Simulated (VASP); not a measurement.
Here is the system:

```xyz
2
Lattice="0.0000 3.2760 3.2760 3.2760 0.0000 3.2760 3.2760 3.2760 0.0000" Properties=species:S:1:pos:R:3 pbc="T T T"
Ag     0.0000     0.0000     0.0000
I      1.6380     1.6380     1.6380
```

Level of theory: PBE GGA with D4 dispersion, VASP's PBE PAW potentials (set 64) (plane waves; VASP). Settings: 520 eV cut-off, 7×7×7 Γ-centred mesh, Gaussian smearing of 0.050 eV, potentials Ag I.

Unless said otherwise, spin-orbit coupling is left out, though it shifts the bands of the heavy elements here.

### Question
Estimate the energy per atom (σ→0), band gap (on the k-mesh) with the smallest direct gap where there is one.

### Answer

The band gap (on the k-mesh) is 1.34 eV. The smallest direct gap (on the k-mesh) is 1.34 eV and the energy per atom (σ→0) is -2.729 eV/atom.

The compound is AgI in the zinc blende structure, whereas wurtzite is the usual form. This cell is one point of a volume scan, at 1.03 of the reference volume.
